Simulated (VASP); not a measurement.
# GaN: what moves the LDA gap besides the functional

How far does the LDA gap of GaN depend on cutoff, mesh and cell? The starting structure is a measured crystal structure from the Crystallography Open Database. The atoms were first relaxed with LDA in that cell, in a run that isn't shown, and the relaxed structure is the one below.

Method: Kohn-Sham DFT with plane waves and PAW; LDA, in VASP 6.6.1.

### Step 1. Set-up

The structure is hexagonal, space group P6_3mc (No. 186). The conventional cell has a = 3.197 Å, b = 3.197 Å, c = 5.207 Å, α = 90.00°, β = 90.00°, γ = 120.00°. Nearest to Ga lie 4 N at 1.95 to 1.96 Å. Nearest to N lie 4 Ga at 1.95 to 1.96 Å. Farther neighbours and most contacts between anions are not listed.

Structure file:

```xyz
4
Lattice="3.1972 0.0000 0.0000 -1.5986 2.7689 0.0000 0.0000 0.0000 5.2070" Properties=species:S:1:pos:R:3 pbc="T T T"
Ga    0.0000    1.8459    0.4774
Ga    1.5986    0.9230    3.0809
N     0.0000    1.8459    2.4385
N     1.5986    0.9230    5.0420
```

### Step 2. Reference bands

File INCAR:

```
SYSTEM = GaN
PREC = Accurate
ENCUT = 460
EDIFF = 1E-06
NELM = 100
ISMEAR = 0
SIGMA = 0.03
LREAL = .FALSE.
ALGO = Normal
GGA = CA
NBANDS = 32
LORBIT = 11
LWAVE = .FALSE.
LCHARG = .FALSE.
KPAR = 8
LASPH = .TRUE.
```

File POSCAR:

```
GaN
1.0
    3.1972000000      0.0000000000      0.0000000000
   -1.5986000000      2.7688564210      0.0000000000
    0.0000000000      0.0000000000      5.2070000000
Ga N
2 2
Direct
    0.3333333333      0.6666666667      0.0916875968
    0.6666666667      0.3333333333      0.5916875968
    0.3333333333      0.6666666667      0.4683124032
    0.6666666667      0.3333333333      0.9683124032
```

File KPOINTS:

```
Automatic mesh
0
Gamma
8 8 4
0 0 0
```

File KPOINTS_OPT:

```
Line mode
10
Line-mode
Reciprocal
  0.00000000   0.00000000   0.00000000 GAMMA
  0.50000000   0.00000000   0.00000000 M

  0.50000000   0.00000000   0.00000000 M
  0.33333333   0.33333333   0.00000000 K

  0.33333333   0.33333333   0.00000000 K
  0.00000000   0.00000000   0.00000000 GAMMA

  0.00000000   0.00000000   0.00000000 GAMMA
  0.00000000   0.00000000   0.50000000 A

  0.00000000   0.00000000   0.50000000 A
  0.50000000   0.00000000   0.50000000 L

  0.50000000   0.00000000   0.50000000 L
  0.33333333   0.33333333   0.50000000 H

  0.33333333   0.33333333   0.50000000 H
  0.00000000   0.00000000   0.50000000 A

  0.50000000   0.00000000   0.50000000 L
  0.50000000   0.00000000   0.00000000 M

  0.33333333   0.33333333   0.00000000 K
  0.33333333   0.33333333   0.50000000 H
```

The projector-augmented-wave data sets are Ga_d and N (LDA family, release 64).

Command:

```console
mpirun -np 8 vasp_std
```

What it wrote:

```text
[banner, memory and clock lines left out]
running    8 mpi-ranks, on    1 nodes
 distrk:  each k-point on    1 cores,    8 groups
 distr:  one band on    1 cores,    1 groups

 POSCAR found type information on POSCAR GaN
 POSCAR found :  2 types and       4 ions
|                                                                             |
|           W    W    AA    RRRRR   N    N  II  N    N   GGGG   !!!           |
|           W    W   A  A   R    R  NN   N  II  NN   N  G    G  !!!           |
|           W    W  A    A  R    R  N N  N  II  N N  N  G       !!!           |
|           W WW W  AAAAAA  RRRRR   N  N N  II  N  N N  G  GGG   !            |
|           WW  WW  A    A  R   R   N   NN  II  N   NN  G    G                |
|           W    W  A    A  R    R  N    N  II  N    N   GGGG   !!!           |
|                                                                             |
|     For optimal performance we recommend to set                             |
|       NCORE = 2 up to number-of-cores-per-socket                            |
|     NCORE specifies how many cores store one orbital (NPAR=cpu/NCORE).      |
|     This setting can greatly improve the performance of VASP for DFT.       |
|     The default, NCORE=1 might be grossly inefficient on modern             |
|     multi-core architectures or massively parallel machines. Do your        |
|     Unfortunately you need to use the default for GW and RPA                |
|     calculations (for HF NCORE is supported but not extensively tested      |
|     yet).                                                                   |
|                                                                             |

 LDA part: xc-table for (Slater(with rela. corr.)+CA(PZ))
 , standard interpolation
 POSCAR, INCAR and KPOINTS ok, starting setup
 FFT: planning ... GRIDC
 FFT: planning ... GRID_SOFT
 FFT: planning ... GRID
 WAVECAR not read
 entering main loop
       N       E                     dE             d eps       ncg     rms          rms(c)
DAV:   1     0.281565581933E+03    0.28157E+03   -0.14976E+04  2384   0.191E+03
DAV:   2     0.701330616870E+01   -0.27455E+03   -0.25130E+03  1944   0.468E+02
DAV:   3    -0.307999194800E+02   -0.37813E+02   -0.37242E+02  2280   0.121E+02
DAV:   4    -0.318630044554E+02   -0.10631E+01   -0.10621E+01  2192   0.227E+01
DAV:   5    -0.318785702994E+02   -0.15566E-01   -0.15565E-01  2328   0.278E+00    0.106E+01
DAV:   6    -0.279414223255E+02    0.39371E+01   -0.69389E+00  3192   0.398E+01    0.332E+00
DAV:   7    -0.279376654165E+02    0.37569E-02   -0.94574E-01  2080   0.685E+00    0.254E+00
DAV:   8    -0.279000895027E+02    0.37576E-01   -0.21839E-01  2800   0.335E+00    0.157E+00
DAV:   9    -0.278774565221E+02    0.22633E-01   -0.39752E-02  2880   0.254E+00    0.478E-01
DAV:  10    -0.278781284989E+02   -0.67198E-03   -0.53696E-03  2392   0.503E-01    0.238E-01
DAV:  11    -0.278778006648E+02    0.32783E-03   -0.11446E-03  3088   0.583E-01    0.111E-01
DAV:  12    -0.278778110393E+02   -0.10375E-04   -0.17112E-04  2136   0.687E-02    0.108E-01
DAV:  13    -0.278778187601E+02   -0.77208E-05   -0.23246E-06  2200   0.109E-02    0.131E-01
DAV:  14    -0.278778050677E+02    0.13692E-04   -0.10027E-04  2336   0.584E-02    0.511E-02
DAV:  15    -0.278778007448E+02    0.43229E-05   -0.59992E-06  2136   0.162E-02    0.336E-02
DAV:  16    -0.278777993575E+02    0.13873E-05   -0.13661E-06  1560   0.654E-03    0.224E-02
DAV:  17    -0.278777984710E+02    0.88652E-06   -0.14777E-06  1600   0.721E-03
   1 F= -.27877798E+02 E0= -.27877798E+02  d E =-.535262E-25
 Start KPOINTS_OPT (optional k-point list driver)
k-point batch [1-30\90]
       N       E                     dE             ncg
DAV:   1     0.374582873895E+04   -0.24809E+05     2384
DAV:   2    -0.426544517805E+04   -0.80113E+04     1984
DAV:   3    -0.537035583919E+04   -0.11049E+04     2224
DAV:   4    -0.540196849171E+04   -0.31613E+02     2200
DAV:   5    -0.540239213728E+04   -0.42365E+00     2280
DAV:   6    -0.540240985902E+04   -0.17722E-01     2688
DAV:   7    -0.540241026473E+04   -0.40571E-03     2440
DAV:   8    -0.540241026725E+04   -0.25180E-05     1776
DAV:   9    -0.540241026746E+04   -0.20696E-06     1528
[...]
k-point batch [61-90\90]
       N       E                     dE             ncg
DAV:   1     0.382356969724E+04   -0.33849E+05     2360
DAV:   2    -0.429924404646E+04   -0.81228E+04     1952
DAV:   3    -0.545081951812E+04   -0.11516E+04     2240
DAV:   4    -0.548505259818E+04   -0.34233E+02     2280
DAV:   5    -0.548550367687E+04   -0.45108E+00     2216
DAV:   6    -0.548552175183E+04   -0.18075E-01     2752
DAV:   7    -0.548552227689E+04   -0.52506E-03     2424
DAV:   8    -0.548552227965E+04   -0.27642E-05     1976
DAV:   9    -0.548552227985E+04   -0.19303E-06     1440
```

It took 9.4 s on 8 MPI ranks of Intel Xeon Platinum 8488C (Sapphire Rapids), shared host; peak memory 1.4 GiB; 66 s of CPU time.

The logs omit lines about the potential files and the build; timing stands in the text.

From OUTCAR (step 2):

```text
ion  position               nearest neighbor table
   1  0.333  0.667  0.092-   4 1.95   4 1.95   4 1.95   3 1.96
   2  0.667  0.333  0.592-   3 1.95   3 1.95   3 1.95   4 1.96
   3  0.333  0.667  0.468-   2 1.95   2 1.95   2 1.95   1 1.96
   4  0.667  0.333  0.968-   1 1.95   1 1.95   1 1.95   2 1.96

  LATTYP: Found a hexagonal cell.
 ALAT       =     3.1972000000
 C/A-ratio  =     1.6286125360

 Subroutine GETGRP returns: Found 12 space group operations
 (whereof  6 operations were pure point group operations)

The static configuration has the point symmetry C_3v.
 The point group associated with its full space group is C_6v.

 Found     30 irreducible k-points:

   k-points           NKPTS =     30   k-points in BZ     NKDIM =     30   number of bands    NBANDS=     32

   dimension x,y,z NGX =    24 NGY =   24 NGZ =   36
   dimension x,y,z NGXF=    48 NGYF=   48 NGZF=   72

   ENCUT  =  460.0 eV  33.81 Ry    5.81 a.u.   5.59  5.59  9.11*2*pi/ulx,y,z

   NELECT =      36.0000    total number of electrons

 k-points in reciprocal lattice and weights: Automatic mesh
   0.00000000  0.00000000  0.00000000       0.004
   0.12500000  0.00000000  0.00000000       0.023
   0.25000000  0.00000000  0.00000000       0.023
   0.37500000  0.00000000  0.00000000       0.023
   0.50000000  0.00000000  0.00000000       0.012
   0.12500000  0.12500000  0.00000000       0.023
   0.25000000  0.12500000  0.00000000       0.047
   0.37500000  0.12500000  0.00000000       0.047
   0.25000000  0.25000000  0.00000000       0.023
[...]
0.25000000  0.25000000  0.50000000       0.023
   0.37500000  0.25000000  0.50000000       0.023

 average (electrostatic) potential at core
       1 -64.8222       2 -64.8222       3 -62.0699       4 -62.0699

 E-fermi :   5.1806

 k-point     1 :       0.0000    0.0000    0.0000
  band No.  band energies     occupation
    ...
     14       3.9380      2.00000
     15       3.9380      2.00000
     16       4.9292      2.00000
     17       4.9700      2.00000
     18       4.9700      2.00000
     19       6.8371      0.00000
     20       9.0690      0.00000
     21      13.9609      0.00000
     22      14.6266      0.00000
     23      14.6266      0.00000
    ...

 k-point     2 :       0.1250    0.0000    0.0000
  band No.  band energies     occupation
    ...
     14       2.8729      2.00000
     15       3.6275      2.00000
     16       3.8152      2.00000
     17       4.7731      2.00000
     18       4.8310      2.00000
     19       7.8676      0.00000
     20       9.9244      0.00000
     21      13.3931      0.00000
     22      13.8939      0.00000
     23      14.9988      0.00000
    ...

 k-point     3 :       0.2500    0.0000    0.0000
  band No.  band energies     occupation
    ...
     14       0.9690      2.00000
     15       2.1049      2.00000
     16       2.9889      2.00000
     17       4.2577      2.00000
     18       4.4735      2.00000
     19       9.1572      0.00000
     20      10.7162      0.00000
     21      12.1615      0.00000
     22      13.3005      0.00000
     23      14.8985      0.00000
    ...

  Total       -2.1710300     -2.1710300     -2.0904178      0.0000000      0.0000000     -0.0000000
  in kB      -75.4603100    -75.4603100    -72.6584050      0.0000000      0.0000000     -0.0000000
  external PRESSURE =     -74.5263417 kB  Pullay stress =       0.0000000 kB

  energy-cutoff  :      460.00
  volume of cell :       46.10
      direct lattice vectors                 reciprocal lattice vectors
     3.197200000  0.000000000  0.000000000     0.312773677  0.180579967  0.000000000
    -1.598600000  2.768856421  0.000000000     0.000000000  0.361159933  0.000000000
     0.000000000  0.000000000  5.207000000     0.000000000  0.000000000  0.192049165

 POSITION                                       TOTAL-FORCE (eV/Angst)
 -----------------------------------------------------------------------------------
     -0.00000      1.84590      0.47742        -0.000000      0.000000     -0.003020
      1.59860      0.92295      3.08092         0.000000      0.000000     -0.003020
     -0.00000      1.84590      2.43850         0.000000     -0.000000      0.003020
      1.59860      0.92295      5.04200        -0.000000      0.000000      0.003020
 -----------------------------------------------------------------------------------
    total drift:                               -0.000000      0.000000      0.001222

  FREE ENERGIE OF THE ION-ELECTRON SYSTEM (eV)
  ---------------------------------------------------
  free  energy   TOTEN  =       -27.8777984710 eV

  energy  without entropy=      -27.8777984710  energy(sigma->0) =      -27.87779847

 total charge
# of ion       s       p       d       tot
------------------------------------------
    1        0.795   0.898  10.172  11.865
    2        0.795   0.898  10.172  11.865
    3        1.214   2.478   0.000   3.692
    4        1.214   2.478   0.000   3.692
--------------------------------------------------
tot          4.018   6.751  20.345  31.114

[... 3 further parts left out ...]
```

Spin-orbit coupling is off here; it would split degenerate levels. At this level the cell is under a tension of 7.5 GPa, so at these settings it is away from equilibrium.

The reference gap is 1.867 eV.

### Step 3. Bands with cell and atoms relaxed by LDA

Against step 2 the input has another starting structure. The cell comes from a relaxation at this level, not shown (44.48 Å³).

INCAR is that of step 2.

File POSCAR:

```
GaN
1.0
    3.1584834946      0.0000000000      0.0000000000
   -1.5792417473      2.7353269438      0.0000000000
    0.0000000000      0.0000000000      5.1483387765
Ga N
2 2
Direct
    0.3333333333      0.6666666667      0.0917933615
    0.6666666667      0.3333333333      0.5917933615
    0.3333333333      0.6666666667      0.4682066385
    0.6666666667      0.3333333333      0.9682066385
```

KPOINTS is that of step 2.

KPOINTS_OPT is that of step 2.

Command:

```console
mpirun -np 8 vasp_std
```

What it wrote:

```text
[banner, memory and clock lines left out]
running    8 mpi-ranks, on    1 nodes
[...]
[... a notice as in an earlier step ...]

 LDA part: xc-table for (Slater(with rela. corr.)+CA(PZ))
 , standard interpolation
 POSCAR, INCAR and KPOINTS ok, starting setup
[...]
entering main loop
       N       E                     dE             d eps       ncg     rms          rms(c)
DAV:   1     0.285569095676E+03    0.28557E+03   -0.15149E+04  2408   0.196E+03
DAV:   2     0.755196720752E+01   -0.27802E+03   -0.25521E+03  1960   0.479E+02
DAV:   3    -0.309232451871E+02   -0.38475E+02   -0.37882E+02  2296   0.123E+02
DAV:   4    -0.320360749112E+02   -0.11128E+01   -0.11118E+01  2168   0.234E+01
[...]
DAV:  16    -0.279128635207E+02    0.13685E-03   -0.12443E-04  2488   0.776E-02    0.123E-01
DAV:  17    -0.279128354908E+02    0.28030E-04   -0.68617E-05  2736   0.518E-02    0.859E-03
DAV:  18    -0.279128358391E+02   -0.34826E-06   -0.33652E-06  2072   0.104E-02
   1 F= -.27912836E+02 E0= -.27912836E+02  d E =-.134957E-12
 Start KPOINTS_OPT (optional k-point list driver)
k-point batch [1-30\90]
       N       E                     dE             ncg
DAV:   1     0.381874900512E+04   -0.24229E+05     2424
DAV:   2    -0.396377938175E+04   -0.77825E+04     1960
DAV:   3    -0.501057260763E+04   -0.10468E+04     2280
DAV:   4    -0.504021689111E+04   -0.29644E+02     2152
DAV:   5    -0.504061311585E+04   -0.39622E+00     2424
DAV:   6    -0.504062901850E+04   -0.15903E-01     2640
DAV:   7    -0.504062935206E+04   -0.33356E-03     2488
DAV:   8    -0.504062935504E+04   -0.29812E-05     1720
DAV:   9    -0.504062935537E+04   -0.33523E-06     1592
[...]
k-point batch [61-90\90]
       N       E                     dE             ncg
DAV:   1     0.400343283280E+04   -0.33817E+05     2344
DAV:   2    -0.400941452313E+04   -0.80128E+04     1952
DAV:   3    -0.509596311399E+04   -0.10865E+04     2264
DAV:   4    -0.512569085589E+04   -0.29728E+02     2192
DAV:   5    -0.512608486780E+04   -0.39401E+00     2328
DAV:   6    -0.512610053014E+04   -0.15662E-01     2680
DAV:   7    -0.512610086488E+04   -0.33474E-03     2496
DAV:   8    -0.512610086690E+04   -0.20238E-05     1808
DAV:   9    -0.512610086708E+04   -0.17385E-06     1512
```

Wall time 8.6 s (8 MPI ranks); peak memory 1.5 GiB.

OUTCAR, selected parts (step 3):

```text
  Total       -0.2333879     -0.2333879     -0.2202968      0.0000000      0.0000000      0.0000000
  in kB       -8.4068641     -8.4068641     -7.9353085      0.0000000      0.0000000      0.0000000
  external PRESSURE =      -8.2496789 kB  Pullay stress =       0.0000000 kB

 POSITION                                       TOTAL-FORCE (eV/Angst)
 -----------------------------------------------------------------------------------
     -0.00000      1.82355      0.47258         0.000000      0.000000     -0.000983
      1.57924      0.91178      3.04675        -0.000000      0.000000     -0.000983
     -0.00000      1.82355      2.41049        -0.000000     -0.000000      0.000983
      1.57924      0.91178      4.98466        -0.000000     -0.000000      0.000983
 -----------------------------------------------------------------------------------
    total drift:                               -0.000001     -0.000001      0.001739

  FREE ENERGIE OF THE ION-ELECTRON SYSTEM (eV)
  ---------------------------------------------------
  free  energy   TOTEN  =       -27.9128358391 eV

  energy  without entropy=      -27.9128358391  energy(sigma->0) =      -27.91283584

[... 1 part as in an earlier step ...]

[... 2 further parts left out ...]
[key lines of the parts left out:]
E-fermi :   5.5060
```

With cell and atoms relaxed by LDA the gap is 2.104 eV, +0.237 eV from the reference.

### Step 4. Bands with no band path

Against step 2 the input has no band path (also changed: NBANDS).

Edit INCAR of step 3 so:

```diff
@@ -10,3 +10,3 @@
 GGA = CA
-NBANDS = 32
+NBANDS = 24
 LORBIT = 11
```

File POSCAR:

```
GaN
1.0
    3.1972000000      0.0000000000      0.0000000000
   -1.5986000000      2.7688564210      0.0000000000
    0.0000000000      0.0000000000      5.2070000000
Ga N
2 2
Direct
    0.3333333333      0.6666666667      0.0916875968
    0.6666666667      0.3333333333      0.5916875968
    0.3333333333      0.6666666667      0.4683124032
    0.6666666667      0.3333333333      0.9683124032
```

KPOINTS is that of step 3.

Command:

```console
mpirun -np 8 vasp_std
```

What it wrote:

```text
[... set-up lines as in an earlier step ...]
 entering main loop
       N       E                     dE             d eps       ncg     rms          rms(c)
DAV:   1     0.261203140855E+03    0.26120E+03   -0.16999E+04  1536   0.259E+03
DAV:   2    -0.702000440773E+00   -0.26191E+03   -0.25079E+03  1624   0.490E+02
DAV:   3    -0.309818456438E+02   -0.30280E+02   -0.30048E+02  1704   0.138E+02
DAV:   4    -0.318635588919E+02   -0.88171E+00   -0.88021E+00  1792   0.262E+01
[...]
DAV:  18    -0.278777999638E+02    0.82860E-05   -0.23764E-05  2280   0.394E-02    0.212E-02
DAV:  19    -0.278777984366E+02    0.15272E-05   -0.41730E-06  1688   0.182E-02    0.636E-03
DAV:  20    -0.278777984208E+02    0.15759E-07   -0.11039E-06   936   0.722E-03
   1 F= -.27877798E+02 E0= -.27877798E+02  d E =-.637529E-23
```

It took 4.4 s on 8 MPI ranks; peak memory 1.3 GiB.

From OUTCAR (step 4):

```text
  Total       -2.1696808     -2.1696808     -2.0890442      0.0000000     -0.0000000     -0.0000000
  in kB      -75.4134151    -75.4134151    -72.6106632      0.0000000     -0.0000000     -0.0000000
  external PRESSURE =     -74.4791645 kB  Pullay stress =       0.0000000 kB

 POSITION                                       TOTAL-FORCE (eV/Angst)
 -----------------------------------------------------------------------------------
     -0.00000      1.84590      0.47742         0.000000     -0.000000     -0.003020
      1.59860      0.92295      3.08092        -0.000000      0.000000     -0.003020
     -0.00000      1.84590      2.43850         0.000000      0.000000      0.003020
      1.59860      0.92295      5.04200        -0.000000      0.000000      0.003020
 -----------------------------------------------------------------------------------
    total drift:                               -0.000000      0.000000      0.001305

  FREE ENERGIE OF THE ION-ELECTRON SYSTEM (eV)
  ---------------------------------------------------
  free  energy   TOTEN  =       -27.8777984208 eV

  energy  without entropy=      -27.8777984208  energy(sigma->0) =      -27.87779842

[... 1 part as in an earlier step ...]

[... 2 further parts left out ...]
[key lines of the parts left out:]
E-fermi :   5.1702
```

With no band path the gap is 1.867 eV, +0.000 eV from the reference, read on the mesh alone.

(Part 1 of 2 ends here.)

[Lines on the potential files, build, host, timing and source positions are cut from VASP's logs without a mark.]

[Logs are printed without paths, hosts, clocks, repeated set-up lines and the standing remarks that a program may print on its own settings, such as how far it seeks lower states.]

[Hosts, paths, dates, database ids (printed as entryN), source tags and the programs' standing remarks are cut or masked in the printed files.]
